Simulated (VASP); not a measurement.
Here is the system:

```
CELL_PARAMETERS angstrom
      0.00000     2.06893     2.06893
      2.06893     0.00000     2.06893
      2.06893     2.06893     0.00000
ATOMIC_POSITIONS crystal
  Li 0.00000 0.00000 0.00000
  F  0.50000 0.50000 0.50000
```

Calculation: RPBE GGA, VASP's PBE PAW potentials (set 64) (plane waves; VASP). Settings: 520 eV cut-off, Gaussian smearing of 0.050 eV, potentials Li_sv F.

Predict the band gap (along the path) with the smallest direct gap where there is one.

```json
{
  "band gap (along the path)": "8.67 eV",
  "smallest direct gap (along the path)": "8.67 eV"
}
```

The compound is LiF in the rock salt structure. It was relaxed first, which changed the volume by +8 %.
